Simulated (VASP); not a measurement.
Consider the following.

```
CELL_PARAMETERS angstrom
      0.00000     2.31861     2.31861
      2.31861     0.00000     2.31861
      2.31861     2.31861     0.00000
ATOMIC_POSITIONS crystal
  B  0.00000 0.00000 0.00000
  P  0.25000 0.25000 0.25000
```

Calculation: PBE GGA, VASP's PBE PAW potentials (set 64) (plane waves; VASP). Run with 600 eV cut-off, 10×10×10 Γ-centred mesh, Gaussian smearing of 0.050 eV, potentials B P.

Question: Give the stress tensor in GPa (positive for a compressed cell).

Answer: 
```
-8.59   0.00   0.00
 0.00  -8.59   0.00
 0.00   0.00  -8.59
```
The pressure is its mean diagonal, -8.59 GPa.

The compound is BP in the zinc blende structure. This cell was strained or had an atom moved on purpose.
